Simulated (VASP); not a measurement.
Consider the following.

```xyz
2
Lattice="0.0000 3.2681 3.2681 3.2681 0.0000 3.2681 3.2681 3.2681 0.0000" Properties=species:S:1:pos:R:3 pbc="T T T"
Sr     0.0000     0.0000     0.0000
Te     3.2681     3.2681     3.2681
```

Computed with LDA (Ceperley-Alder, Perdew-Zunger), VASP's LDA PAW potentials (set 64) (plane waves; VASP 6.6.1). Numerical set-up: 520 eV cut-off, 8×8×8 Γ-centred mesh, tetrahedra with Blöchl corrections, potentials Sr_sv Te.

Unless said otherwise, spin-orbit coupling is left out, though it shifts the bands of the heavy elements here.

Question: Predict the energy per atom (σ→0), band gap (on the k-mesh) with the smallest direct gap where there is one.

Answer: 
```
Quantity                                      Value
-----------------------------------  --------------
band gap (on the k-mesh)                    1.42 eV
smallest direct gap (on the k-mesh)         2.20 eV
energy per atom (σ→0)                -4.630 eV/atom
```

Total energies compare only between runs with the same potentials, cut-off and functional.

The compound is SrTe in the rock salt structure. It was relaxed first, which changed the volume by -5 %.
